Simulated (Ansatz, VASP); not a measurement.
# Cross-check of BaC2 between VASP and Ansatz

One calculation is typed for both programs; each brings its own data sets and cutoff. How far apart do they land?

Method: plane waves, with VASP 6.6.1 beside it; single point at r2SCAN, in Ansatz 0.2.0.

## (1) Set-up

The structure is triclinic, space group P1 (No. 1). The conventional cell has a = 4.407 Å, b = 4.407 Å, c = 4.788 Å, α = 117.40°, β = 117.40°, γ = 90.00°. Nearest to Ba lie 10 C at 2.99 to 3.28 Å. C has 1 C at 1.27 Å and 5 Ba at 3.01 to 3.28 Å nearest. Nearest to C lie 1 C at 1.27 Å and 5 Ba at 2.99 to 3.27 Å. Farther neighbours are not listed.

## (2) Ansatz: single point, r2SCAN

Ansatz runs on its default PAW (the set named soft_2) files.

A single point gives forces, pressure and levels at one fixed geometry, so differences don't come from the geometry; what else differs is listed under the comparison.

input.yaml reads:

```yaml
crystal:
  lattice:
    - [-2.203521, 2.203521, 3.634493]
    - [2.203521, -2.203521, 3.634493]
    - [2.203521, 2.203521, -3.634493]
  atoms:
    - { symbol: Ba, position: [0.007244, -0.01591, -0.000355] }
    - { symbol: C, position: [0.576922, 0.586434, -0.001363] }
    - { symbol: C, position: [0.405686, 0.412862, 0.003364] }
hamiltonian:
  xc: r2scan
  pseudopotentials: { kind: paw }
kpoints:
  mp_grid: { grid: [6, 6, 7] }
scf:
  occupations: { method: fermi_dirac, width: 0.1 }
  n_extra_bands: 4
output:
  forces: true
  stress: true
  eigenvalues: true
```

Started as:

```bash
$ ansatz run input.yaml --threads 2 --pin off --max-ram 4608MiB --backend cpu --events-out ev --progress --plain --runs-dir out
```

Numbers of over 12 decimals in the logs are rounded to 6 here.

Log:

```text
scf.n_extra_bands = 4 over 9 filled bands (N_el = 18.0): the run solves 13 bands
Engine: ansatz 0.2.0, aarch64-unknown-linux-gnu
Pseudopotentials: kind: paw
Pseudopotential: Ba, paw, valence charge 10, recommended cutoff 500 eV (meta_gga), Ba.paw.azcp
Pseudopotential: C, paw, valence charge 4, recommended cutoff 500 eV (meta_gga), C.paw.azcp
Functional definition: r2SCAN
  parameter k0 = 0.174
  parameter k1 = 0.065
  parameter a1 = 4.9479
  exchange = r2scan_x(k0 = k0, k1 = k1, a1 = a1)
  correlation = r2scan_c
Crystal: 3 atoms, lattice volume = 70.589 Å³
Basis set: ecut = 500 eV, 1809 PW (Γ), exchange–correlation on 144×144×144 points (64 copies of the dense FFT grid, shifted against one another)
Bands: 13, of which v1, the nominal top of the filled ones, is band 9 counted from 1 (8 counted from 0)
Symmetry: 1 space group operations
Space group: P1 (ITA 1), of the structure as read, at distance tolerance 4.1e-5 Å
k-points: 128 of 252 (time reversal used)
Non-local potential: Ba, projectors of the file, l = 0: 3, l = 1: 2, l = 2: 2, l = 3: 2
Non-local potential: C, projectors of the file, l = 0: 2, l = 1: 2, l = 2: 1
PAW form: soft (Blöchl's): semilocal exchange-correlation on the pseudo side does not see the compensation charge
PAW frozen core: Ba, regenerated for the run's functional (the file was generated under x = pbe(κ = 0.804, μ = 0.219515), c = pbe(β = 0.066725))
PAW frozen core: C, regenerated for the run's functional (the file was generated under x = pbe(κ = 0.804, μ = 0.219515), c = pbe(β = 0.066725))
PAW one-centre angular grid: Ba, 302 points (default); XC on 160 Gauss nodes
PAW one-centre angular grid: C, 302 points (default); XC on 239 of its mesh's 2573 points in the sphere
Initial density: superposition of atomic densities (neutral atoms: chi_scale 0, normalization atom), corrected by the library's trained network
Initial wavefunctions: pseudopotential atomic-orbital guess
Functional: x = r2scan, c = r2scan; τ floored in thin density (d = 2e-4 eV/Å³)
SCF iter   1: F=—  HF=-6468.011586 eV  |F-HF|=—  |Δ(HF+E_count)|=         —  Δρ=5.32e-3  dr2=1.85e-2  dr2_τ=2.91e-1  ethr=1.77e-3  ⟨swp⟩=6.9  Hψ=12602  notcnv=0
preconditioner: auto → none  [insulator: Δε(μ)=1.977 eV  Ē_g=12.268 eV  σ=0.100 eV  W_gap=1.00  n_scr=14 (ndim 8)  ℏωp=17.7 eV  f_vac=0.004  D(μ)=0.00/eV (n_scr^D=0)  ε∞_Penn≈3.1]
SCF iter   2: F=—  HF=-6468.039298 eV  |F-HF|=—  |Δ(HF+E_count)|=   2.77e-2  Δρ=3.26e-3  dr2=3.72e-3  dr2_τ=4.01e-4  ethr=1.03e-4  ⟨swp⟩=2.0  Hψ=4287  notcnv=0
SCF iter   3: F=—  HF=-6468.037795 eV  |F-HF|=—  |Δ(HF+E_count)|=   1.50e-3  Δρ=1.34e-3  dr2=5.42e-4  dr2_τ=1.22e-4  ethr=2.07e-5  ⟨swp⟩=2.0  Hψ=2176  notcnv=0
SCF iter   4: F=—  HF=-6468.037588 eV  |F-HF|=—  |Δ(HF+E_count)|=   2.08e-4  Δρ=2.63e-4  dr2=2.05e-5  dr2_τ=1.62e-6  ethr=3.01e-6  ⟨swp⟩=2.4  Hψ=2815  notcnv=0
SCF iter   5: F=—  HF=-6468.037592 eV  |F-HF|=—  |Δ(HF+E_count)|=   3.80e-6  Δρ=5.06e-5  dr2=2.30e-6  dr2_τ=1.79e-7  ethr=1.14e-7  ⟨swp⟩=2.7  Hψ=2725  notcnv=0
SCF iter   6: F=—  HF=-6468.037592 eV  |F-HF|=—  |Δ(HF+E_count)|=   3.59e-8  Δρ=2.81e-5  dr2=7.06e-7  dr2_τ=6.15e-8  ethr=1.28e-8  ⟨swp⟩=2.0  Hψ=2688  notcnv=0
SCF iter   7: F=-6468.037592 eV  HF=-6468.037592 eV  |F-HF|=1.66e-8  |Δ(HF+E_count)|=   4.92e-9  Δρ=7.67e-6  dr2=4.53e-8  dr2_τ=1.19e-9  ethr=5.56e-10  ⟨swp⟩=4.5  Hψ=7986  notcnv=0
SCF 1 converged in 7 iterations: F = -6468.037592 eV  dr2 = 4.53e-8
  greatest PAW one-centre occupation: 0.949 electrons in one spin orbital (limit 2), on the Ba atom at site 0 (counted from 0), in its partial waves of l = 0
SCF converged after 7 iterations
Free energy (F): -6468.037592 eV
Harris-Foulkes:  -6468.037592 eV  (|F-HF|=1.66e-8)
Internal energy: -6468.037579 eV  (E = F + TS)
E sigma→0 (E₀):  -6468.037586 eV
Entropy (-TS):   -0.000012 eV (-0.004 meV/atom)
Fermi energy:    5.489665 eV
--- Per-component energies (eV) ---
  E_band       = -81.719605
  E_kinetic    = 339.093804
  E_local      = -582.879445  (includes V_loc(G=0)·N_el)
  E_nonlocal   = 110.660500
  E_hartree    = 179.739015
  E_xc         = -249.695253
  E_vxc        = -275.303933  (∫ρ·V_xc dr)
  E_paw        = -5452.167546  (= ΣΔE_a)
  E_vpaw       = -47.217717  (= ΣTr[D̂ρ^β])
  E_aug_tail   = 0.000006  (compensation charges beyond the density's cutoff)
  E_vtau       = 14.449188  (kinetic-family band-sum trace: ∫τ·v_τ [+ j·A + Jᵃ·Aᵃ] dr)
  E_ewald      = -812.809529
  E_core_change = 0.020868  (= ΣΔE_core)
  E_smearing   = -0.000012  (= −TS)
  E_closure    = 0.000000  (closes the sum)
  Σ components = -6468.037592   (vs F -6468.037592, Δ=0.00e0)
--- Forces (eV/Å), atoms counted from 1 ---
  atom   1  Ba     0.13635992    -0.12565754    -0.01624364
  atom   2  C     -0.06046750     0.08744719    -1.11768362
  atom   3  C     -0.07589622     0.03820726     1.13377740
  max |Σ_I F_I| component: 1.50e-4 eV/Å
--- Stress (GPa, compression-positive) ---
       -0.516305      -0.165525      -0.007318
       -0.165525      -0.511583      -0.033734
       -0.007318      -0.033733      -3.745738
  P = ⅓ Tr σ = -1.5912 GPa (-15.912 kbar)
--- Band table (eV; the first three rows and the last of 128) ---
  k-point 0: bands = [... 5 lower, 1.5126, 2.7479, 3.6061, 3.6157, 8.0425, 8.0462, 8.7366, 9.7837]
  k-point 1: bands = [... 5 lower, 1.4470, 2.6669, 3.3420, 3.5745, 7.5758, 8.7081, 9.3414, 10.3387]
  k-point 2: bands = [... 5 lower, 1.3769, 2.6359, 3.4267, 3.5548, 6.8265, 10.3391, 10.7816, 11.1080]
  k-point 127: bands = [... 5 lower, 1.1444, 3.3013, 3.4532, 4.1561, 7.8199, 11.1109, 11.2193, 11.2720]
```

The job ended after 19 s (2 threads of Arm Neoverse V2, shared host; peak memory 0.63 GiB).

Reading the cycles: dr2 is the Hartree energy of the density residual (eV), the measure of convergence; HF is the Harris–Foulkes estimate of the energy, which meets the free energy F at convergence.

The run ends at a pressure of -1.59 GPa, with forces up to 1.1 eV/Å.

## (3) VASP: single point, r2SCAN

The same cell, functional, mesh and smearing now go to VASP, with its own data sets and cutoff.

Lines of VASP's logs that name or quote its potential files are left out, and so is its time.

INCAR reads:

```
SYSTEM = BaC2
PREC = Accurate
ENCUT = 520
EDIFF = 1E-06
NELM = 100
ISMEAR = -1
SIGMA = 0.1
LREAL = .FALSE.
ALGO = Normal
METAGGA = R2SCAN
LASPH = .TRUE.
NBANDS = 15
LORBIT = 11
LWAVE = .FALSE.
LCHARG = .FALSE.
KPAR = 4
ISIF = 2
```

POSCAR reads:

```
BaC2
1.0
   -2.2035210000      2.2035210000      3.6344930000
    2.2035210000     -2.2035210000      3.6344930000
    2.2035210000      2.2035210000     -3.6344930000
Ba C
1 2
Direct
    0.0072440000     -0.0159100000     -0.0003550000
    0.5769220000      0.5864340000     -0.0013630000
    0.4056860000      0.4128620000      0.0033640000
```

KPOINTS reads:

```
Automatic mesh
0
Gamma
6 6 7
0 0 0
```

Potentials, in the order of the species: Ba_sv and C (PBE family, release 64).

Started as:

```bash
$ mpirun -np 4 vasp_std
```

Log:

```text
[banner, memory and clock lines left out]
running    4 mpi-ranks, on    1 nodes
 distrk:  each k-point on    1 cores,    4 groups
 distr:  one band on    1 cores,    1 groups

 POSCAR found type information on POSCAR BaC
 POSCAR found :  2 types and       3 ions
|                                                                             |
|               ----> ADVICE to this user running VASP <----                  |
|                                                                             |
|     You enforced a specific xc type in the INCAR file but a different       |
|     [... a line on the potential file left out ...]
|     I HOPE YOU KNOW WHAT YOU ARE DOING!                                     |
|                                                                             |

 LDA part: xc-table for (None), standard interpolation
|                                                                             |
|           W    W    AA    RRRRR   N    N  II  N    N   GGGG   !!!           |
|           W    W   A  A   R    R  NN   N  II  NN   N  G    G  !!!           |
|           W    W  A    A  R    R  N N  N  II  N N  N  G       !!!           |
|           W WW W  AAAAAA  RRRRR   N  N N  II  N  N N  G  GGG   !            |
|           WW  WW  A    A  R   R   N   NN  II  N   NN  G    G                |
|           W    W  A    A  R    R  N    N  II  N    N   GGGG   !!!           |
|                                                                             |
|     Your reciprocal lattice and k-lattice belong to different lattice       |
|     classes:                                                                |
|                                                                             |
|        The reciprocal lattice is body-centered tetragonal,                  |
|        whereas your k-lattice is base-centered monoclinic.                  |
|                                                                             |
|     Results are often still useful ...                                      |
|                                                                             |

 POSCAR, INCAR and KPOINTS ok, starting setup
 FFT: planning ... GRIDC
 FFT: planning ... GRID_SOFT
 FFT: planning ... GRID
 WAVECAR not read
 entering main loop
       N       E                     dE             d eps       ncg     rms          rms(c)
DAV:   1     0.570265669725E+02    0.57027E+02   -0.84099E+03  3840   0.108E+03
DAV:   2    -0.473902500587E+02   -0.10442E+03   -0.97439E+02  5306   0.199E+02
DAV:   3    -0.534473907784E+02   -0.60571E+01   -0.60344E+01  5386   0.504E+01
DAV:   4    -0.535415923528E+02   -0.94202E-01   -0.94163E-01  5303   0.628E+00
DAV:   5    -0.535437588108E+02   -0.21665E-02   -0.21664E-02  5476   0.726E-01    0.810E+00
DAV:   6    -0.466670463792E+02    0.68767E+01   -0.51474E+00  5317   0.139E+01    0.453E+00
DAV:   7    -0.464715604382E+02    0.19549E+00   -0.23734E+00  5261   0.854E+00    0.203E+00
DAV:   8    -0.465119496351E+02   -0.40389E-01   -0.33820E-01  4582   0.376E+00    0.803E-01
DAV:   9    -0.465013577491E+02    0.10592E-01   -0.44065E-02  5100   0.142E+00    0.176E-01
DAV:  10    -0.465016402162E+02   -0.28247E-03   -0.15694E-02  5968   0.718E-01    0.128E-01
DAV:  11    -0.465016455412E+02   -0.53250E-05   -0.13307E-03  4575   0.253E-01    0.265E-02
DAV:  12    -0.465016447122E+02    0.82907E-06   -0.70952E-05  5615   0.562E-02    0.121E-02
DAV:  13    -0.465016421654E+02    0.25468E-05   -0.14257E-05  4895   0.249E-02    0.288E-03
DAV:  14    -0.465016418801E+02    0.28524E-06   -0.16237E-06  4320   0.892E-03
   1 F= -.46501642E+02 E0= -.46501635E+02  d E =-.131411E-04
```

From OUTCAR (step 3):

```text
ion  position               nearest neighbor table
   1  0.007  0.984  1.000-   3 2.99   2 3.01   2 3.08   3 3.09   3 3.17   2 3.18   2 3.18   3 3.19
                             3 3.27   2 3.28
   2  0.577  0.586  0.999-   3 1.27   1 3.01   1 3.08   1 3.18   1 3.18   1 3.28
   3  0.406  0.413  0.003-   2 1.27   1 2.99   1 3.09   1 3.17   1 3.19   1 3.27

  LATTYP: Found a body centered tetragonal cell.
 ALAT       =     4.4070420000
 C/A-ratio  =     1.6494024790

 Subroutine GETGRP returns: Found  1 space group operations
 (whereof  1 operations were pure point group operations)

The static configuration has the point symmetry C_1 .

 Found    128 irreducible k-points:

   k-points           NKPTS =    128   k-points in BZ     NKDIM =    128   number of bands    NBANDS=     15

   dimension x,y,z NGX =    36 NGY =   36 NGZ =   36
   dimension x,y,z NGXF=    72 NGYF=   72 NGZF=   72

   ENCUT  =  520.0 eV  38.22 Ry    6.18 a.u.   8.90  8.90  8.90*2*pi/ulx,y,z

   NELECT =      18.0000    total number of electrons

 k-points in reciprocal lattice and weights: Automatic mesh
   0.00000000  0.00000000  0.00000000       0.004
   0.16666667  0.00000000  0.00000000       0.008
   0.33333333  0.00000000 -0.00000000       0.008
   0.50000000  0.00000000  0.00000000       0.004
   0.00000000  0.16666667  0.00000000       0.008
   0.16666667  0.16666667  0.00000000       0.008
   0.33333333  0.16666667  0.00000000       0.008
   0.50000000  0.16666667 -0.00000000       0.008
  -0.33333333  0.16666667  0.00000000       0.008
[...]
-0.33333333 -0.16666667  0.42857143       0.008
  -0.16666667 -0.16666667  0.42857143       0.008

 average (electrostatic) potential at core
       1 -43.0089       2 -53.8074       3 -53.8057

 E-fermi :   1.1964

 k-point     1 :       0.0000    0.0000    0.0000
  band No.  band energies     occupation
    ...
      5     -11.2552      2.00000
      6      -2.7428      2.00000
      7      -1.5574      2.00000
      8      -0.6496      2.00000
      9      -0.6400      2.00000
     10       3.7423      0.00000
     11       3.7458      0.00000
     12       4.4197      0.00000
     13       5.4777      0.00000
     14       6.6942      0.00000
    ...

 k-point     2 :       0.1667    0.0000    0.0000
  band No.  band energies     occupation
    ...
      5     -11.1783      2.00000
      6      -3.0438      2.00000
      7      -1.3362      2.00000
      8      -0.8652      2.00000
      9      -0.7130      2.00000
     10       3.8663      0.00000
     11       4.0906      0.00000
     12       4.7792      0.00000
     13       6.1085      0.00000
     14       7.2551      0.00000
    ...

 k-point     3 :       0.3333    0.0000   -0.0000
  band No.  band energies     occupation
    ...
      5     -10.9537      2.00000
      6      -3.4371      2.00000
      7      -1.5991      2.00000
      8      -1.2532      2.00000
      9      -0.2465      2.00000
     10       4.4072      0.00000
     11       5.0536      0.00000
     12       5.7827      0.00000
     13       7.1432      0.00000
     14       7.8786      0.00000
    ...

  Total       -0.0565580     -0.0542600     -1.2006692     -0.0793274     -0.0161889     -0.0034856
  in kB       -1.2837083     -1.2315503    -27.2518342     -1.8005098     -0.3674419     -0.0791129
  external PRESSURE =      -9.9223643 kB  Pullay stress =       0.0000000 kB

  energy-cutoff  :      520.00
  volume of cell :       70.59
      direct lattice vectors                 reciprocal lattice vectors
    -2.203521000  2.203521000  3.634493000     0.000000000  0.226909569  0.137570770
     2.203521000 -2.203521000  3.634493000     0.226909569  0.000000000  0.137570770
     2.203521000  2.203521000 -3.634493000     0.226909569  0.226909569  0.000000000

 POSITION                                       TOTAL-FORCE (eV/Angst)
 -----------------------------------------------------------------------------------
      4.35524      0.05024     -0.03021         0.145428     -0.134051     -0.017934
      2.22148      2.17956      0.59867        -0.065477      0.090720     -0.986819
      0.02323     -0.00840      2.96278        -0.079951      0.043331      1.004753
 -----------------------------------------------------------------------------------
    total drift:                               -0.000174      0.000143     -0.000118

  FREE ENERGIE OF THE ION-ELECTRON SYSTEM (eV)
  ---------------------------------------------------
  free  energy   TOTEN  =       -46.5016418801 eV

  energy  without entropy=      -46.5016287390  energy(sigma->0) =      -46.50163531

 total charge
# of ion       s       p       d       tot
------------------------------------------
    1        2.016   5.647   0.194   7.857
    2        0.940   1.554   0.000   2.494
    3        0.940   1.555   0.000   2.495
--------------------------------------------------
tot          3.896   8.756   0.194  12.846

[... 3 further parts left out ...]
```

The run ends at a pressure of -0.99 GPa, with forces up to 1.0 eV/Å.

## (4) Differences

Known differences besides the PAW data sets themselves: VASP keeps PBE cores, Ansatz makes them for the functional; the cutoff is 500 eV in Ansatz and 520 eV in VASP. Total energies have different zeros and are not compared.

Both answers:

| quantity | Ansatz | VASP | difference |
| --- | --- | --- | --- |
| pressure (GPa) | -1.59 | -0.99 | -0.60 |
| gap on the k mesh (eV) | 1.950 | 1.926 | +0.024 |

Forces (eV/Å; atoms numbered as in POSCAR):

| atom | Ansatz x, y, z | VASP x, y, z |
| --- | --- | --- |
| Ba1 | 0.136, -0.126, -0.016 | 0.145, -0.134, -0.018 |
| C2 | -0.060, 0.087, -1.118 | -0.065, 0.091, -0.987 |
| C3 | -0.076, 0.038, 1.134 | -0.080, 0.043, 1.005 |

The forces differ by 61 meV/Å r.m.s., which is 12.9 % of the r.m.s. force of 0.48 eV/Å (both taken over all components).

## (5) What moves the difference

The difference is large enough to ask for its cause, so further runs change the set-up of one program at a time, as the table lists.

```csv
run,r.m.s. force difference (% of the r.m.s. force)
as above,13
"cores kept as stored, as VASP does",16
Ansatz's larger PAW set (cutoff 800 eV),14
norm-conserving potentials (cutoff 1200 eV),16
```

## (6) Results

| Property | Result |
| --- | --- |
| r.m.s. force difference (single point, r2SCAN) | 13 % of the r.m.s. force |
| difference in pressure (single point, r2SCAN) | -0.60 GPa |

What this shows: The r.m.s. force difference is 13 % of the r.m.s. force (single point, r2SCAN), beyond the 3 % picked in this series as the mark of a large difference. For single point, r2SCAN: no further run halves the r.m.s. force difference; only Ansatz's side was varied, and Ansatz's runs with other potentials lie closer to each other than to VASP, which for this quantity points to VASP's side; this was not tested here. 1 further run on this material is not shown. Differences of this kind measure data sets and numerical settings, not the functional's error against experiment.

[Lines on the potential files, build, host, timing and source positions are cut from VASP's logs without a mark.]

[Logs are printed without paths, hosts, clocks, repeated set-up lines and the standing remarks that a program may print on its own settings, such as how far it seeks lower states.]

[Hosts, paths, dates, database ids (printed as entryN), source tags and the programs' standing remarks are cut or masked in the printed files.]
